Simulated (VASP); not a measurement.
# Lattice vibrations of TaAs

Aim: the phonon dispersion and thermal properties of TaAs. The start is a computed cell from the Materials Project.

Calculated with VASP 6.6.1; PBEsol; plane waves and PAW (Ta, As).

### Step 1. The structure

Symmetry: I4_1md, No. 109, tetragonal system. Conventional cell: a = 3.444 Å, b = 3.444 Å, c = 11.736 Å, α = 90.00°, β = 90.00°, γ = 90.00°. Nearest to Ta lie 6 As at 2.61 to 2.62 Å. Nearest to As lie 6 Ta at 2.61 to 2.62 Å. Farther neighbours are not listed.

Coordinates:

```xyz
4
Lattice="-1.7218 1.7218 5.8679 1.7218 -1.7218 5.8679 1.7218 1.7218 -5.8679" Properties=species:S:1:pos:R:3 pbc="T T T"
Ta    0.0000    0.0000    5.8676
Ta    1.7218    0.0000    2.9336
As    0.0000    0.0000    0.9698
As    0.0000    1.7218    3.9037
```

### Step 2. Relax the host

Cell and atoms are relaxed first, so that later runs start from this functional's own cell.

Input file INCAR:

```
SYSTEM = TaAs
PREC = Accurate
ENCUT = 350
EDIFF = 1E-06
NELM = 120
ISMEAR = 0
SIGMA = 0.05
LREAL = .FALSE.
ALGO = Normal
GGA = PS
NBANDS = 16
LASPH = .TRUE.
LORBIT = 11
LWAVE = .FALSE.
LCHARG = .FALSE.
KPAR = 4
IBRION = 2
NSW = 40
ISIF = 3
EDIFFG = -0.02
POTIM = 0.4
```

Input file POSCAR:

```
TaAs
1.0
   -1.7218133622      1.7218133622      5.8679415361
    1.7218133622     -1.7218133622      5.8679415361
    1.7218133622      1.7218133622     -5.8679415361
Ta As
2 2
Direct
    0.4999673000      0.4999673000      0.0000000000
    0.2499673000      0.7499673000      0.5000000000
    0.0826321200      0.0826321200      0.0000000000
    0.8326321200      0.3326321200      0.5000000000
```

Input file KPOINTS:

```
Automatic mesh
0
Gamma
8 8 8
0 0 0
```

The projector-augmented-wave data sets are Ta and As (PBE family, release 64).

Launch:

```
$ mpirun -np 4 vasp_std
```

Output:

```text
[banner, memory and clock lines left out]
running    4 mpi-ranks, on    1 nodes
 distrk:  each k-point on    1 cores,    4 groups
 distr:  one band on    1 cores,    1 groups

 POSCAR found type information on POSCAR TaAs
 POSCAR found :  2 types and       4 ions
|                                                                             |
|               ----> ADVICE to this user running VASP <----                  |
|                                                                             |
|     You enforced a specific xc type in the INCAR file but a different       |
|     [... a line on the potential file left out ...]
|     I HOPE YOU KNOW WHAT YOU ARE DOING!                                     |
|                                                                             |

 LDA part: xc-table for (Slater+PW92), standard interpolation
 POSCAR, INCAR and KPOINTS ok, starting setup
 FFT: planning ... GRIDC
 FFT: planning ... GRID_SOFT
 FFT: planning ... GRID
 WAVECAR not read
 entering main loop
       N       E                     dE             d eps       ncg     rms          rms(c)
DAV:   1     0.309989358669E+02    0.30999E+02   -0.66667E+03  1888   0.774E+02
DAV:   2    -0.371567718256E+02   -0.68156E+02   -0.66339E+02  2576   0.144E+02
DAV:   3    -0.396935053791E+02   -0.25367E+01   -0.25230E+01  2720   0.295E+01
DAV:   4    -0.397158805501E+02   -0.22375E-01   -0.22367E-01  2336   0.291E+00
DAV:   5    -0.397162626794E+02   -0.38213E-03   -0.38208E-03  2720   0.331E-01    0.221E+01
DAV:   6    -0.380213758836E+02    0.16949E+01   -0.45887E+00  2528   0.930E+00    0.965E+00
DAV:   7    -0.378281463544E+02    0.19323E+00   -0.56490E-01  3080   0.389E+00    0.228E+00
DAV:   8    -0.377981212218E+02    0.30025E-01   -0.52971E-02  2344   0.101E+00    0.238E-01
DAV:   9    -0.377976403112E+02    0.48091E-03   -0.28591E-03  2648   0.320E-01    0.129E-01
DAV:  10    -0.377975538433E+02    0.86468E-04   -0.16049E-04  2528   0.734E-02    0.204E-02
DAV:  11    -0.377975528692E+02    0.97410E-06   -0.23382E-05  2768   0.220E-02    0.871E-03
DAV:  12    -0.377975515204E+02    0.13487E-05   -0.20700E-06  1904   0.849E-03    0.605E-04
DAV:  13    -0.377975513243E+02    0.19611E-06   -0.14282E-07  1456   0.242E-03
   1 F= -.37797551E+02 E0= -.37796773E+02  d E =-.377976E+02
 curvature:   0.00 expect dE= 0.000E+00 dE for cont linesearch  0.000E+00
 trial: gam= 0.00000 g(F)=  0.104E-03 g(S)=  0.860E-01 ort = 0.000E+00 (trialstep = 0.100E+01)
 search vector abs. value=  0.861E-01
 bond charge predicted
       N       E                     dE             d eps       ncg     rms          rms(c)
DAV:   1    -0.378337068963E+02   -0.36155E-01   -0.20977E+00  1904   0.931E+00    0.283E+00
DAV:   2    -0.377950221748E+02    0.38685E-01   -0.55508E-02  2712   0.129E+00    0.156E+00
DAV:   3    -0.377793818373E+02    0.15640E-01   -0.38193E-02  2224   0.930E-01    0.238E-01
DAV:   4    -0.377792414502E+02    0.14039E-03   -0.88163E-04  2696   0.168E-01    0.164E-01
DAV:   5    -0.377791956007E+02    0.45850E-04   -0.17597E-04  2568   0.679E-02    0.416E-02
DAV:   6    -0.377791934351E+02    0.21656E-05   -0.14567E-05  2344   0.209E-02    0.162E-02
DAV:   7    -0.377791940861E+02   -0.65098E-06   -0.11498E-06  1648   0.702E-03
   2 F= -.37779194E+02 E0= -.37778566E+02  d E =0.183572E-01
[...]
3 F= -.37815947E+02 E0= -.37815228E+02  d E =-.183955E-01
[...]
4 F= -.37815944E+02 E0= -.37815226E+02  d E =-.183927E-01
[...]
5 F= -.37816722E+02 E0= -.37816075E+02  d E =-.777580E-03
[...]
6 F= -.37816979E+02 E0= -.37816382E+02  d E =-.103516E-02
[...]
7 F= -.37816981E+02 E0= -.37816381E+02  d E =-.103688E-02
 curvature:  -0.87 expect dE=-0.168E-03 dE for cont linesearch -0.399E-09
 trial: gam= 0.11788 g(F)=  0.136E-03 g(S)=  0.574E-04 ort = 0.739E-06 (trialstep = 0.106E+01)
 search vector abs. value=  0.210E-03
 bond charge predicted
       N       E                     dE             d eps       ncg     rms          rms(c)
DAV:   1    -0.378170495726E+02   -0.68129E-04   -0.99832E-03  1896   0.564E-01    0.618E-02
DAV:   2    -0.378170456434E+02    0.39292E-05   -0.20767E-04  2768   0.794E-02    0.353E-02
DAV:   3    -0.378170343207E+02    0.11323E-04   -0.18023E-05  2160   0.217E-02    0.486E-03
DAV:   4    -0.378170337860E+02    0.53469E-06   -0.65694E-07  1696   0.484E-03
   8 F= -.37817034E+02 E0= -.37816434E+02  d E =-.528736E-04
 trial-energy change:   -0.000053  1 .order   -0.000058   -0.000204    0.000089
 step:   0.7148(harm=  0.7377)  dis= 0.00093  next Energy=   -37.817048 (dE=-0.675E-04)
 reached required accuracy - stopping structural energy minimisation
```

Wall time 74 s (4 MPI ranks of Intel Xeon Platinum 8488C (Sapphire Rapids), shared host); peak memory 1.1 GiB.

Lines that name or quote the potential files are left out of all logs, and their timing lines are given in words.

Parts of OUTCAR (step 2):

```text
ion  position               nearest neighbor table
   1  0.500  0.500  0.000-   4 2.61   4 2.61   3 2.62   3 2.62   3 2.62   3 2.62   2 3.40   2 3.40
                             2 3.40   2 3.40
   2  0.250  0.750  0.500-   3 2.61   3 2.61   4 2.62   4 2.62   4 2.62   4 2.62   1 3.40   1 3.40
                             1 3.40   1 3.40
   3  0.083  0.083  0.000-   2 2.61   2 2.61   1 2.62   1 2.62   1 2.62   1 2.62
   4  0.833  0.333  0.500-   1 2.61   1 2.61   2 2.62   2 2.62   2 2.62   2 2.62

  LATTYP: Found a body centered tetragonal cell.
 ALAT       =     3.4436267244
 C/A-ratio  =     3.4080009279

 Subroutine GETGRP returns: Found  8 space group operations
 (whereof  4 operations were pure point group operations)

The static configuration has the point symmetry C_2v.
 The point group associated with its full space group is C_4v.

 Found     59 irreducible k-points:

   k-points           NKPTS =     59   k-points in BZ     NKDIM =     59   number of bands    NBANDS=     16

   dimension x,y,z NGX =    40 NGY =   40 NGZ =   40
   dimension x,y,z NGXF=    80 NGYF=   80 NGZF=   80

   ENCUT  =  350.0 eV  25.72 Ry    5.07 a.u.   9.69  9.69  9.69*2*pi/ulx,y,z

   NELECT =      20.0000    total number of electrons

 k-points in reciprocal lattice and weights: Automatic mesh
   0.00000000  0.00000000  0.00000000       0.002
   0.12500000  0.00000000 -0.00000000       0.016
   0.25000000  0.00000000 -0.00000000       0.016
   0.37500000  0.00000000  0.00000000       0.016
   0.50000000  0.00000000 -0.00000000       0.008
   0.12500000  0.12500000 -0.00000000       0.016
   0.25000000  0.12500000 -0.00000000       0.031
   0.37500000  0.12500000 -0.00000000       0.031
   0.50000000  0.12500000 -0.00000000       0.031
[...]
-0.37500000 -0.37500000  0.37500000       0.004
   0.50000000  0.50000000  0.50000000       0.002

 average (electrostatic) potential at core
       1 -34.5007       2 -34.5007       3 -47.3231       4 -47.3231

 E-fermi :   7.1721

 k-point     1 :       0.0000    0.0000    0.0000
  band No.  band energies     occupation
    ...
      6       4.6545      2.00000
      7       4.7429      2.00000
      8       5.1834      2.00000
      9       5.5142      2.00000
     10       5.5142      2.00000
     11       8.0523      0.00000
     12       8.7511      0.00000
     13       9.5750      0.00000
     14      10.3213      0.00000
     15      10.3213      0.00000
    ...

 k-point     2 :       0.1250    0.0000   -0.0000
  band No.  band energies     occupation
    ...
      6       4.4954      2.00000
      7       4.9156      2.00000
      8       5.1175      2.00000
      9       5.4287      2.00000
     10       5.8317      2.00000
     11       7.8027      0.00000
     12       8.4486      0.00000
     13       9.3572      0.00000
     14       9.8943      0.00000
     15      10.3860      0.00000
    ...

 k-point     3 :       0.2500    0.0000   -0.0000
  band No.  band energies     occupation
    ...
      6       4.1471      2.00000
      7       5.1000      2.00000
      8       5.1924      2.00000
      9       5.2882      2.00000
     10       6.4505      2.00000
     11       7.4868      0.00000
     12       8.3465      0.00000
     13       8.6532      0.00000
     14       9.4026      0.00000
     15      10.1983      0.00000
    ...

  Total       -0.0550736     -0.0550736     -0.0598662      0.0000000      0.0000000      0.0000000
  in kB       -1.2948923     -1.2948923     -1.4075743      0.0000000      0.0000000      0.0000000
  external PRESSURE =      -1.3324530 kB  Pullay stress =       0.0000000 kB

  energy-cutoff  :      350.00
  volume of cell :       68.14
      direct lattice vectors                 reciprocal lattice vectors
    -1.714015592  1.714015592  5.798705567     0.000000000  0.291712632  0.086226140
     1.714015592 -1.714015592  5.798705567     0.291712632  0.000000000  0.086226140
     1.714015592  1.714015592 -5.798705567     0.291712632  0.291712632  0.000000000

 POSITION                                       TOTAL-FORCE (eV/Angst)
 -----------------------------------------------------------------------------------
      0.00000      0.00000      5.80240        -0.000000     -0.000000     -0.005216
      1.71402     -0.00000      2.90305        -0.000000     -0.000000     -0.005216
      1.71402      1.71402     -4.84446        -0.000000     -0.000000      0.005216
      0.00000      1.71402      3.85360         0.000000      0.000000      0.005216
 -----------------------------------------------------------------------------------
    total drift:                                0.000000      0.000000      0.000809

  FREE ENERGIE OF THE ION-ELECTRON SYSTEM (eV)
  ---------------------------------------------------
  free  energy   TOTEN  =       -37.8170337860 eV

  energy  without entropy=      -37.8158342166  energy(sigma->0) =      -37.81643400

 reached required accuracy - stopping structural energy minimisation

 total charge
# of ion       s       p       d       tot
------------------------------------------
    1        0.521   0.710   3.438   4.670
    2        0.521   0.710   3.438   4.670
    3        1.192   1.684   0.085   2.961
    4        1.192   1.684   0.085   2.961
--------------------------------------------------
tot          3.426   4.789   7.047  15.262

[... 3 further parts left out ...]
```

The PAW data sets were made with PBE, which is usual practice but a small mismatch for other functionals. The data set Ta keeps the semicore shell frozen, which is cheaper and a little less accurate. The run keeps the 8 symmetry operations of its start, so it cannot find a distortion of lower symmetry.

The steps of the relaxation:

```
step  energy less that of the first step (eV)  largest force (eV/Å)  pressure (GPa)  volume (Å³)
   1                                   0.0000                0.0260           -3.96        69.59
   2                                   0.0184                0.0436            6.23        66.17
   3                                  -0.0184                0.0330            0.01        68.14
   4                                  -0.0184                0.0331            0.09        68.11
   5                                  -0.0192                0.0313            0.09        68.09
   6                                  -0.0194                0.0294            0.08        68.07
   7                                  -0.0194                0.0296            0.08        68.07
   8                                  -0.0195                0.0052           -0.13        68.14
```

```
conventional cell, symmetrised  before   after  change
                         a (Å)   3.444   3.428  -0.5 %
                         b (Å)   3.444   3.428  -0.5 %
                         c (Å)  11.736  11.597  -1.2 %
              volume (Å³/atom)   17.40   17.04  -2.1 %
```

Final coordinates:

```cif
data_structure
_symmetry_space_group_name_H-M 'P 1'
_symmetry_Int_Tables_number 1
_cell_length_a 6.2850
_cell_length_b 6.2850
_cell_length_c 6.2850
_cell_angle_alpha 148.348
_cell_angle_beta 148.348
_cell_angle_gamma 45.372
_cell_volume 68.14
loop_
_atom_site_label
_atom_site_type_symbol
_atom_site_fract_x
_atom_site_fract_y
_atom_site_fract_z
_atom_site_occupancy
Ta1 Ta 0.50032 0.50032 0.00000 1
Ta2 Ta 0.25032 0.75032 0.50000 1
As3 As 0.08228 0.08228 0.00000 1
As4 As 0.83228 0.33228 0.50000 1
```

This step gave:

```
electronic cycles                               : 46
electrons                                       : 20
free energy (TOTEN)                             : -37.82 eV
energy at zero smearing                         : -37.82 eV
Fermi energy                                    : 7.172 eV
pressure                                        : -0.1332 GPa
labelled metallic, from the levels on this mesh : yes
```

The run ended after 8 ionic steps, 0.019 eV below its first step, once forces and stress met EDIFFG = -0.02.

(Continued in part 2 of 3.)

[Lines on the potential files, build, host, timing and source positions are cut from VASP's logs without a mark.]

[Logs are printed without paths, hosts, clocks, repeated set-up lines and the standing remarks that a program may print on its own settings, such as how far it seeks lower states.]

[Hosts, paths, dates, database ids (printed as entryN), source tags and the programs' standing remarks are cut or masked in the printed files.]

[Runs that stopped without an error message from VASP are left out.]
